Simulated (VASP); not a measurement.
**Sn: single point with TB-mBJ**

Sn:

```xyz
2
Lattice="0.0000 3.2445 3.2445 3.2445 0.0000 3.2445 3.2445 3.2445 0.0000" Properties=species:S:1:pos:R:3 pbc="T T T"
Sn    0.0000    0.0000    0.0000
Sn    1.6222    1.6222    1.6222
```

This isn't the form of Sn at room conditions, which is tetragonal (white tin).

| Quantity | Value |
| --- | --- |
| Program | VASP 6.6.1 |
| Task | single point |
| Functional | TB-mBJ |
| Potentials or basis | VASP PAW PBE potentials, release 64 (Sn_d) |
| Cutoff | 520 eV |
| k mesh | 8 × 8 × 8 |
| Occupations | gaussian, width 0.01 eV |
| Spin | non-collinear spin, zero start, spin-orbit coupling |
| Starting moments | [[0.0, 0.0, 0.0], [0.0, 0.0, 0.0]] μB |

```json
{
 "Net moment": "0.00 μB per cell",
 "Valence electrons inside the program's atomic spheres": "Sn 12.25"
}
```

Moments on the atoms (μB; x, y, z):
```
Sn  0.00 0.00 0.00
Sn  0.00 0.00 0.00
```

Run time: 13 min on 1 thread of Intel(R) Xeon(R) Platinum 8488C (Sapphire Rapids), on a shared host, peak memory 0.46 GiB.
